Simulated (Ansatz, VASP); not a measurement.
## AlSn: VASP beside Ansatz

```
Al Sn
1.0
     4.25335    0.00000    0.00000
    -2.12668    3.68351    0.00000
     0.00000    0.00000    3.35036
Al Sn
1 1
Cartesian
  0.0000 0.0000 0.0000
  0.0000 2.4557 1.6752
```

Change from the starting cell: volume scaled by 1.04.

Alike in both runs: task single point; functional PBEsol; k mesh 11 × 11 × 12; occupations fermi-dirac, width 0.05 eV; no spin polarisation.

|  | VASP | Ansatz |
| --- | --- | --- |
| version | VASP 6.6.1 | Ansatz 0.2.0 |
| potentials or method | VASP PAW PBE potentials, release 64 (Al, Sn_d), cutoff 520 eV | all-electron LAPW, scalar-relativistic |

Ansatz gave:

- pressure (GPa): -3.6
- largest component of the traceless stress (GPa): 1.02

Task: Which values does VASP return?

Result: Pressure (GPa): -3.7; largest component of the traceless stress (GPa): 1.03.

Ansatz ran all-electron here, so the differences hold the error of VASP's frozen core and of both bases.

Caveats: the PAW data sets were made with another functional, which shifts forces and pressure a little (VASP).
